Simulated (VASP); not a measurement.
Input:

```
P
1.0
    1.72572     0.99635     3.12968
   -1.72572     0.99635     3.12968
    0.00000    -1.99270     3.12968
P
2
Cartesian
  0.00000   0.00000   2.13206
  0.00000   0.00000   7.25698
```

The numbers are results of LDA (Ceperley-Alder, Perdew-Zunger), VASP's LDA PAW potentials (set 64) (plane waves; VASP), not measurements. Numerical set-up: 400 eV cut-off, 12×12×12 Γ-centred mesh, first-order Methfessel-Paxton smearing of 0.10 eV, potentials P.

Energy and stress use the plane-wave basis of the starting cell.

Problem. The ions, cell shape and volume are relaxed. Which structure does the run end with?

Solution. 
```
P
1.0
    1.71294     0.98897     2.92946
   -1.71294     0.98897     2.92946
    0.00000    -1.97794     2.92946
P
2
Direct
  0.23299   0.23299   0.23299
  0.76701   0.76701   0.76701
```
Space group R-3m (166), at a tolerance of 0.03 Å.

Problem. How do energy and volume change from the first to the last step?

Solution. The energy (σ→0) changes by -21.8 meV/atom and the volume by -7.8 %, in 12 ionic steps.

| step | E(σ→0) (eV) | max force (eV/Å) | pressure (GPa) | volume (Å³) |
|---|---|---|---|---|
| 1 | -12.0983 | 0.207 | -3.17 | 32.29 |
| 2 | -12.1185 | 0.340 | 0.35 | 30.82 |
| 3 | -12.1188 | 0.355 | 0.93 | 30.62 |
| 4 | -12.1316 | 0.082 | 0.48 | 30.24 |
| 5 | -12.1355 | 0.084 | -0.02 | 29.97 |
| 6 | -12.1357 | 0.143 | -0.15 | 29.87 |
| 7 | -12.1410 | 0.088 | 0.33 | 29.58 |
| 8 | -12.1410 | 0.090 | 0.34 | 29.58 |
| 9 | -12.1418 | 0.032 | -0.11 | 29.77 |
| 10 | -12.1418 | 0.020 | -0.20 | 29.81 |
| 11 | -12.1418 | 0.021 | 0.21 | 29.74 |
| 12 | -12.1419 | 0.001 | 0.00 | 29.78 |

The structure comes from a computed database's P entry (R-3m); how it stands against other phases isn't given here. This run relaxes it. Symmetry was kept, so distortions that lower it aren't found.
